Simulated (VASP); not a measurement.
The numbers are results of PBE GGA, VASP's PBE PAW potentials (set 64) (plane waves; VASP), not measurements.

VASP ran on this input.

**INCAR**
```
GGA=PE
LWAVE=.FALSE.
EDIFF=1E-6
PREC=Accurate
ISMEAR=1   # Methfessel-Paxton
LREAL=.FALSE.   # projection in real space or not
SIGMA=0.1   # width (eV)
LMAXMIX=4   # l cut-off of mixed one-centre charges
ALGO=Normal
LASPH=.TRUE.
ENCUT=400   # plane-wave cut-off (eV)
SYSTEM=Y
LCHARG=.FALSE.
NELM=100   # most electronic steps
ISIF=2
```

### POSCAR
```
Y
1
    1.8615000000    -3.2242130000     0.0000000000
    1.8615000000     3.2242130000     0.0000000000
    0.0000000000     0.0000000000     5.8446000000
Y
2
Direct
  0.3333330000   0.6666670000   0.2500000000
  0.6666670000   0.3333330000   0.7500000000
```

### KPOINTS
```
Automatic mesh
0
Gamma
13 13 8
0 0 0
```

POTCAR, in this order: Y_sv (PBE.64 set). Program: vasp_std.

The run wrote:

**OSZICAR**
```
       N       E                     dE             d eps       ncg     rms          rms(c)
DAV:   1     0.751756946382E+02    0.75176E+02   -0.10278E+04  3182   0.114E+03
DAV:   2    -0.602671355572E+01   -0.81202E+02   -0.80260E+02  3921   0.250E+02
DAV:   3    -0.131409937436E+02   -0.71143E+01   -0.70392E+01  6019   0.437E+01
DAV:   4    -0.132768535589E+02   -0.13586E+00   -0.13582E+00  3523   0.689E+00
DAV:   5    -0.132810701315E+02   -0.42166E-02   -0.42162E-02  4592   0.915E-01    0.315E+01
DAV:   6    -0.129109324073E+02    0.37014E+00   -0.47985E-01  3164   0.486E+00    0.195E+01
DAV:   7    -0.128384979306E+02    0.72434E-01   -0.92660E-01  3811   0.623E+00    0.176E+00
DAV:   8    -0.128282936975E+02    0.10204E-01   -0.18836E-01  3843   0.277E+00    0.140E+00
DAV:   9    -0.128270703886E+02    0.12233E-02   -0.35872E-03  4678   0.422E-01    0.314E-01
DAV:  10    -0.128271991130E+02   -0.12872E-03   -0.23339E-03  3241   0.498E-01    0.477E-01
DAV:  11    -0.128270833305E+02    0.11578E-03   -0.23650E-04  3417   0.156E-01    0.370E-02
DAV:  12    -0.128270792504E+02    0.40801E-05   -0.30555E-05  3795   0.536E-02    0.217E-02
DAV:  13    -0.128270807884E+02   -0.15380E-05   -0.60517E-06  3479   0.259E-02    0.131E-03
DAV:  14    -0.128270808139E+02   -0.25434E-07   -0.11071E-07  1981   0.221E-03
   1 F= -.12827081E+02 E0= -.12827285E+02  d E =0.612616E-03
```

**OUTCAR**
```
------------------------ aborting loop because EDIFF is reached ----------------------------------------
  FORCE on cell =-STRESS in cart. coord.  units (eV):
  Direction    XX          YY          ZZ          XY          YZ          ZX
  --------------------------------------------------------------------------------------
  Total       -1.0146567     -1.0146569     -1.3311834     -0.0000000      0.0000000      0.0000000
  in kB      -23.1717133    -23.1717193    -30.4002345     -0.0000000      0.0000000      0.0000000
  external PRESSURE =     -25.5812224 kB  Pullay stress =       0.0000000 kB
  volume of cell :       70.16
      direct lattice vectors                 reciprocal lattice vectors
     1.861500000 -3.224213000  0.000000000     0.268600591 -0.155076603  0.000000000
     1.861500000  3.224213000  0.000000000     0.268600591  0.155076603  0.000000000
     0.000000000  0.000000000  5.844600000     0.000000000  0.000000000  0.171098108
 POSITION                                       TOTAL-FORCE (eV/Angst)
 -----------------------------------------------------------------------------------
      1.86150      1.07474      1.46115         0.000000     -0.000000      0.000000
      1.86150     -1.07474      4.38345        -0.000000      0.000000      0.000000
 -----------------------------------------------------------------------------------
    total drift:                               -0.000072      0.000530     -0.000010
  FREE ENERGIE OF THE ION-ELECTRON SYSTEM (eV)
  ---------------------------------------------------
  free  energy   TOTEN  =       -12.8270808139 eV

  energy  without entropy=      -12.8276934295  energy(sigma->0) =      -12.82728502
```
(Selected blocks of OUTCAR.)

The compound is Y in the hcp structure. The cell was not relaxed at this level. The run is one of a series of settings (KPOINTS 13×13×8 Γ-centred mesh against the base run), some of them coarse on purpose.
